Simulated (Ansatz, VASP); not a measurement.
**One calculation of Al2GaP3, two programs**

```
Al Ga P
1.0
     3.40525    0.00000    0.00000
     0.00000    3.40525    0.00000
     0.00000    0.00000    9.82863
Al Ga P
2 1 3
Cartesian
  0.0000 0.0000 9.8281
  1.7026 1.7026 4.9298
  1.7026 1.7026 1.6840
  0.0000 0.0000 6.6313
  0.0000 0.0000 3.2186
  1.7026 1.7026 8.1084
```

Change from the starting cell: species swapped into the MnAl2Cr3 type (P4mm, No. 99).

Alike in both runs: task single point; functional PBE; k mesh 6 × 6 × 2; occupations gaussian, width 0.1 eV; no spin polarisation.

|  | VASP | Ansatz |
| --- | --- | --- |
| version | VASP 6.6.1 | Ansatz 0.2.0 |
| potentials or method | VASP PAW PBE potentials, release 64 (Al, Ga_d, P) | scalar-relativistic, plane waves, PAW |
| plane-wave cutoff (eV) | 520 | 420 |
| valence electrons in the cell | 34 | 34 |

|  | VASP | Ansatz | Ansatz less VASP |
| --- | --- | --- | --- |
| gap on the k mesh at the Fermi level (eV) | none | none | - |
| pressure (GPa) | -10.8 | -10.7 | +0.02 |
| largest component of the traceless stress (GPa) | 1.02 | 1.03 | +0.004 |
| rms of the force components (eV/Å) | 0.297 | 0.296 | -0.0010 |

Atom by atom the forces differ by 0.002 eV/Å (rms over components). A gap of «none» marks a metal or a gap that the smearing closes.
